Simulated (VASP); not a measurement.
# AgBiSeS (P4/mmm) in VASP: single point with LDA

Aim: the single point of AgBiSeS with LDA.

Program: VASP 6.6.1. These are calculated values, not measurements. Logs are shortened: lines on timing, memory, paths and dates and some standing lists are left out, and cuts for length are marked.

## 1. Starting point

The structure is tetragonal, space group P4/mmm (No. 123). Conventional cell: a = 3.924 Å, b = 3.924 Å, c = 5.719 Å, α = 90.00°, β = 90.00°, γ = 90.00°. Ag (site symmetry 4/mmm) is surrounded by 4 Se at 2.77 Å and 2 S at 2.86 Å. Around Bi (site symmetry 4/mmm) lie 4 S at 2.77 Å and 2 Se at 2.86 Å. Se (site symmetry 4/mmm) has 4 Ag at 2.77 Å and 2 Bi at 2.86 Å as nearest neighbours. S (site symmetry 4/mmm) is surrounded by 4 Bi at 2.77 Å and 2 Ag at 2.86 Å.

The cell comes from a database or a generator and needn't be the stable form of this composition.

## 2. Single point, LDA

File INCAR:

```
SYSTEM = AgBiSeS
ALGO = Fast
EDIFF = 1E-6
ENCUT = 520
GGA = CA
ISIF = 2
ISMEAR = 0
LASPH = .TRUE.
LCHARG = .FALSE.
LREAL = .FALSE.
LWAVE = .FALSE.
NBANDS = 27
NELM = 100
PREC = Accurate
SIGMA = 0.1
```

File KPOINTS:

```
k-points
0
G
  12 12 8
  0 0 0
```

File POSCAR:

```
AgBiSeS
1.0
    3.9240894610      0.0000000000      0.0000000000
    0.0000000000      3.9240894610      0.0000000000
    0.0000000000      0.0000000000      5.7185490909
Ag Bi Se S
1 1 1 1
Direct
    0.0000000000      0.0000000000      0.0000000000
    0.5000000000      0.5000000000      0.5000000000
    0.5000000000      0.5000000000      0.0000000000
    0.0000000000      0.0000000000      0.5000000000
```

Potentials or basis: VASP PAW LDA potentials, release 64 (Ag, Bi_d, Se, S).

On the command line:

```sh
> cat potpaw_LDA.64/Ag/POTCAR potpaw_LDA.64/Bi_d/POTCAR potpaw_LDA.64/Se/POTCAR potpaw_LDA.64/S/POTCAR > POTCAR
> mpirun -np 1 vasp_std > vasp.out
```

OUTCAR:

```text
SYSTEM = AgBiSeS
   EDIFF = 1E-6
   ENCUT = 520
   GGA = CA
   ISIF = 2
   ISMEAR = 0
   LASPH = .TRUE.
   LREAL = .FALSE.
   NELM = 100
   PREC = Accurate

 ion  position               nearest neighbor table
   1  0.000  0.000  0.000-   3 2.77   3 2.77   3 2.77   3 2.77   4 2.86   4 2.86
   2  0.500  0.500  0.500-   4 2.77   4 2.77   4 2.77   4 2.77   3 2.86   3 2.86
   3  0.500  0.500  0.000-   1 2.77   1 2.77   1 2.77   1 2.77   2 2.86   2 2.86
   4  0.000  0.000  0.500-   2 2.77   2 2.77   2 2.77   2 2.77   1 2.86   1 2.86

  LATTYP: Found a simple tetragonal cell.
 ALAT       =     3.9240894610
 C/A-ratio  =     1.4572932518

  Lattice vectors:

 A1 = (   3.9240894610,   0.0000000000,   0.0000000000)
 A2 = (   0.0000000000,   3.9240894610,   0.0000000000)
 A3 = (   0.0000000000,   0.0000000000,   5.7185490909)

Analysis of symmetry for initial positions (statically):
=====================================================================
 Subroutine PRICEL returns:
 Original cell was already a primitive cell.

 Routine SETGRP: Setting up the symmetry group for a
 simple tetragonal supercell.

 Subroutine GETGRP returns: Found 16 space group operations
 (whereof 16 operations were pure point group operations)
 out of a pool of 16 trial point group operations.

The static configuration has the point symmetry D_4h.

Analysis of symmetry for dynamics (positions and initial velocities):
=====================================================================
 Subroutine PRICEL returns:
 Original cell was already a primitive cell.

 Routine SETGRP: Setting up the symmetry group for a
 simple tetragonal supercell.

 Subroutine GETGRP returns: Found 16 space group operations
 (whereof 16 operations were pure point group operations)
 out of a pool of 16 trial point group operations.

The dynamic configuration has the point symmetry D_4h.

 Subroutine INISYM returns: Found 16 space group operations
 (whereof 16 operations are pure point group operations),
 and found     1 'primitive' translations

----------------------------------------------------------------------------------------

                                     Primitive cell

  volume of cell :      88.0570

  direct lattice vectors                    reciprocal lattice vectors
     3.924089461  0.000000000  0.000000000     0.254836188  0.000000000  0.000000000
     0.000000000  3.924089461  0.000000000     0.000000000  0.254836188  0.000000000
     0.000000000  0.000000000  5.718549091     0.000000000  0.000000000  0.174869531

  length of vectors
     3.924089461  3.924089461  5.718549091     0.254836188  0.254836188  0.174869531

  position of ions in fractional coordinates (direct lattice)
     0.000000000  0.000000000  0.000000000
     0.500000000  0.500000000  0.500000000
     0.500000000  0.500000000  0.000000000
     0.000000000  0.000000000  0.500000000

  ion indices of the primitive-cell ions
   primitive index   ion index
                 1           1
                 2           2
                 3           3
                 4           4

----------------------------------------------------------------------------------------

 KPOINTS: k-points

Automatic generation of k-mesh.
 Grid dimensions read from file:
 generate k-points for:   12   12    8

 Generating k-lattice:

  Cartesian coordinates                     Fractional coordinates (reciprocal lattice)
     0.021236349  0.000000000  0.000000000     0.083333333  0.000000000  0.000000000
     0.000000000  0.021236349  0.000000000     0.000000000  0.083333333  0.000000000
     0.000000000  0.000000000  0.021858691     0.000000000  0.000000000  0.125000000

  Length of vectors
     0.021236349  0.021236349  0.021858691

  Shift w.r.t. Gamma in fractional coordinates (k-lattice)
     0.000000000  0.000000000  0.000000000

 Subroutine IBZKPT returns following result:
 ===========================================

 Found    140 irreducible k-points:

 Following reciprocal coordinates:
            Coordinates               Weight
  0.000000  0.000000  0.000000      1.000000
  0.083333  0.000000  0.000000      4.000000
  0.166667  0.000000  0.000000      4.000000
  0.250000  0.000000  0.000000      4.000000
  0.333333  0.000000  0.000000      4.000000
  0.416667  0.000000  0.000000      4.000000
[... 16 lines left out ...]
  0.333333  0.333333  0.000000      4.000000
  0.416667  0.333333  0.000000      8.000000
 [... further k-points ...]
   k-points           NKPTS =    140   k-points in BZ     NKDIM =    140   number of bands    NBANDS=     27
   number of dos      NEDOS =    301   number of ions     NIONS =      4
   total plane-waves  NPLWV =  43200
   dimension x,y,z NGX =    30 NGY =   30 NGZ =   48
   dimension x,y,z NGXF=    60 NGYF=   60 NGZF=   96
   ions per type =               1   1   1   1
   NGX,Y,Z   is equivalent  to a cutoff of  12.71, 12.71, 13.95 a.u.
   NGXF,Y,Z  is equivalent  to a cutoff of  25.42, 25.42, 27.91 a.u.
 SYSTEM =  AgBiSeS
   PREC   = accura    normal or accurate (medium, high low for compatibility)
   ISTART =      0    job   : 0-new  1-cont  2-samecut
   ICHARG =      2    charge: 1-file 2-atom 10-const
   ISPIN  =      1    spin polarized calculation?
   LNONCOLLINEAR =      F non collinear calculations
   LSORBIT =      F    spin-orbit coupling
   LASPH  =      T    aspherical Exc in radial PAW
   ENCUT  =  520.0 eV  38.22 Ry    6.18 a.u.   7.30  7.30 10.63*2*pi/ulx,y,z
   NELM   =    100;   NELMIN=  2; NELMDL= -5     # of ELM steps
   EDIFF  = 0.1E-05   stopping-criterion for ELM
   LREAL  =      F    real-space projection
   EDIFFG = 0.1E-04   stopping-criterion for IOM
   NSW    =      0    number of steps for IOM
   IBRION =     -1    ionic relax: 0-MD 1-quasi-New 2-CG
   NFREE  =      0    steps in history (QN), initial steepest desc. (CG)
   ISIF   =      2    stress and relaxation
   ISYM   =      2    0-nonsym 1-usesym 2-fastsym
   POTIM  = 0.5000    time-step for ionic-motion
   TEBEG  =    0.0;   TEEND  =   0.0 temperature during run
   PSTRESS=    0.0 pullay stress
   NELECT =      38.0000    total number of electrons
   NUPDOWN=      -1.0000    fix difference up-down
   EMIN   =  10.00;   EMAX   =-10.00  energy-range for DOS
   EFERMI =   0.00;   METHOD = LEGACY
   ISMEAR =     0;   SIGMA  =   0.10  broadening in eV -4-tet -1-fermi 0-gaus
   EFERMI_NEDOS =   21; number of points for ismear=-14 and -15
   IALGO  =     68    algorithm
   IMIX   =      4    mixing-type and parameters
     AMIX     =   0.40;   BMIX     =  1.00
     AMIX_MAG =   1.60;   BMIX_MAG =  1.00
  volume/ion in A,a.u.               =      22.01       148.56
  Fermi-wavevector in a.u.,A,eV,Ry     =   1.237129  2.337834 20.823539  1.530487
  Thomas-Fermi vector in A             =   2.371708
   LORBIT       =      0    0 simple, 1 ext, 2 COOP (PROOUT), +10 PAW based schemes
   GGA     = CA    functional components
   LHFCALC =     F    Hartree Fock is set to
   AEXX    =    0.0000 exact exchange contribution
   IVDW    =     0    specifies the selected vdW correction
   LEPSILON=     F    determine dielectric tensor
   LRPA    =     F    only Hartree local field effects (RPA)
 non-spin polarized calculation
 RMM-DIIS sequential band-by-band and
 Gauss-broadening in eV      SIGMA  =   0.10
  energy-cutoff  :      520.00
  volume of cell :       88.06
 maximum number of plane-waves:      2406
 NGX is ok and might be reduce to    30
   NGX = 15   NGY = 15   NGZ = 21

 number of electron      38.0000002 magnetization

 Free energy of the ion-electron system (eV)
  ---------------------------------------------------
  ext. energy  EPLUGINS =         0.00000000
  ---------------------------------------------------
  free energy    TOTEN  =       -17.85081435 eV

  energy without entropy =      -17.84667698  energy(sigma->0) =      -17.84874566

 E-fermi :   6.7846     XC(G=0): -10.8019

 val. band max:        6.7807121224   @ k =   0.5000   0.0000   0.5000
 cond. band min:       6.7858955595   @ k =   0.4167   0.0833   0.5000
 fundamental gap:      0.0051834371
 Fermi energy:         6.7846032677

 k-point     1 :       0.0000    0.0000    0.0000
  band No.  band energies     occupation
      1     -16.8148      2.00000
      2     -16.7921      2.00000
      3     -16.7853      2.00000
      4     -16.7252      2.00000
      5     -16.7252      2.00000
      6      -8.5025      2.00000
[... 19 lines left out ...]
     26      14.0968      0.00000
     27      15.0261      0.00000

 k-point     2 :       0.0833    0.0000    0.0000
  band No.  band energies     occupation
      1     -16.8126      2.00000
      2     -16.7903      2.00000
      3     -16.7869      2.00000
      4     -16.7261      2.00000
      5     -16.7251      2.00000
      6      -8.4476      2.00000
[... 19 lines left out ...]
     26      14.1363      0.00000
     27      15.0118      0.00000

 k-point     3 :       0.1667    0.0000    0.0000
  band No.  band energies     occupation
      1     -16.8075      2.00000
      2     -16.7913      2.00000
      3     -16.7842      2.00000
      4     -16.7287      2.00000
      5     -16.7248      2.00000
      6      -8.2840      2.00000
[... 19 lines left out ...]
     26      14.2569      0.00000
     27      14.9296      0.00000

 k-point     4 :       0.2500    0.0000    0.0000
  band No.  band energies     occupation
      1     -16.8029      2.00000
      2     -16.7973      2.00000
      3     -16.7736      2.00000
      4     -16.7322      2.00000
      5     -16.7245      2.00000
      6      -8.0172      2.00000
[... 19 lines left out ...]
     26      14.4618      0.00000
     27      14.6484      0.00000

 k-point     5 :       0.3333    0.0000    0.0000
  band No.  band energies     occupation
      1     -16.8033      2.00000
      2     -16.7997      2.00000
      3     -16.7615      2.00000
      4     -16.7357      2.00000
      5     -16.7241      2.00000
      6      -7.6587      2.00000
[... 19 lines left out ...]
     26      14.5493      0.00000
     27      14.6360      0.00000

 k-point     6 :       0.4167    0.0000    0.0000
  band No.  band energies     occupation
      1     -16.8077      2.00000
      2     -16.7978      2.00000
      3     -16.7522      2.00000
      4     -16.7382      2.00000
      5     -16.7238      2.00000
      6      -7.2334      2.00000
[... 444 lines left out ...]
      1     -16.8301      2.00000
      2     -16.7714      2.00000
      3     -16.7509      2.00000
      4     -16.7372      2.00000
      5     -16.7305      2.00000
      6      -6.9134      2.00000
[... 19 lines left out ...]
     26      13.9372      0.00000
     27      15.9267      0.00000

 k-point    22 :       0.5000    0.2500    0.0000
  band No.  band energies     occupation
      1     -16.8324      2.00000
      2     -16.7709      2.00000
      3     -16.7474      2.00000
      4     -16.7381      2.00000
      5     -16.7304      2.00000
      6      -6.6897      2.00000
[... 19 lines left out ...]
     26      14.0425      0.00000
     27      16.0838      0.00000

 k-point    23 :       0.3333    0.3333    0.0000
  band No.  band energies     occupation
      1     -16.8339      2.00000
      2     -16.7600      2.00000
      3     -16.7587      2.00000
      4     -16.7344      2.00000
      5     -16.7341      2.00000
      6      -6.9914      2.00000
[... 19 lines left out ...]
     26      14.8043      0.00000
     27      15.4957      0.00000

 k-point    24 :       0.4167    0.3333    0.0000
  band No.  band energies     occupation
      1     -16.8412      2.00000
      2     -16.7586      2.00000
      3     -16.7498      2.00000
      4     -16.7367      2.00000
      5     -16.7339      2.00000
      6      -6.7330      2.00000
[... 19 lines left out ...]
     26      15.2811      0.00000
     27      16.3369      0.00000

 [... further k-points ...]

------------------------ aborting loop because EDIFF is reached ----------------------------------------

  FORCE on cell =-STRESS in cart. coord.  units (eV):
  Direction    XX          YY          ZZ          XY          YZ          ZX
  --------------------------------------------------------------------------------------
  -------------------------------------------------------------------------------------
  Total        0.0700336      0.0700336      0.0744263      0.0000000      0.0000000      0.0000000
  in kB        1.2742459      1.2742459      1.3541710      0.0000000      0.0000000      0.0000000
  external PRESSURE =       1.3008876 kB  Pullay stress =       0.0000000 kB

 VOLUME and BASIS-vectors are now :
 -----------------------------------------------------------------------------
  energy-cutoff  :      520.00
  volume of cell :       88.06
      direct lattice vectors                 reciprocal lattice vectors
     3.924089461  0.000000000  0.000000000     0.254836188  0.000000000  0.000000000
     0.000000000  3.924089461  0.000000000     0.000000000  0.254836188  0.000000000
     0.000000000  0.000000000  5.718549091     0.000000000  0.000000000  0.174869531

 POSITION                                       TOTAL-FORCE (eV/Angst)
 -----------------------------------------------------------------------------------
      0.00000      0.00000      0.00000         0.000000      0.000000      0.000000
      1.96204      1.96204      2.85927         0.000000      0.000000      0.000000
      1.96204      1.96204      0.00000         0.000000      0.000000      0.000000
      0.00000      0.00000      2.85927         0.000000      0.000000      0.000000
 -----------------------------------------------------------------------------------
    total drift:                                0.000000      0.000000      0.000000

  FREE ENERGIE OF THE ION-ELECTRON SYSTEM (eV)
  ---------------------------------------------------
  free  energy   TOTEN  =       -17.8508143453 eV

  energy  without entropy=      -17.8466769795  energy(sigma->0) =      -17.84874566
```

Wall time 3.6 min (1 thread of Intel Xeon Platinum 8488C (Sapphire Rapids), shared host); peak memory 0.45 GiB.

What came out:

```
Free energy            : -17.8508 eV
Pressure               : 0.1 GPa
Band gap on the k mesh : none (metal or under the smearing width)
```

Levels at points of the mesh, in eV from the Fermi level:
```
           k point  band 15  band 16  band 17  band 18  band 19  band 20  band 21  band 22  band 23  band 24
(0.00, 0.00, 0.00)    -3.65    -3.47    -2.07    -1.61    -1.61     0.80     3.44     4.54     4.54     5.23
(0.50, 0.00, 0.00)    -3.01    -2.75    -2.74    -1.46    -0.36    -0.28     1.39     4.24     4.51     5.40
(0.50, 0.50, 0.00)    -3.40    -3.31    -3.31    -3.18    -3.09     0.64     4.10     4.10     5.41     5.41
(0.00, 0.00, 0.50)    -3.25    -2.26    -1.87    -1.84    -1.84     0.59     3.25     3.50     4.10     4.10
(0.50, 0.00, 0.50)    -2.40    -2.21    -0.74    -0.42    -0.14    -0.05     0.00     0.64     3.97     4.13
(0.50, 0.50, 0.50)    -3.57    -3.40    -3.25    -2.35    -1.10     0.60     3.02     4.68     4.68     5.74
```

Caveat: spin-orbit coupling is left out, which moves the levels of the heavy elements.
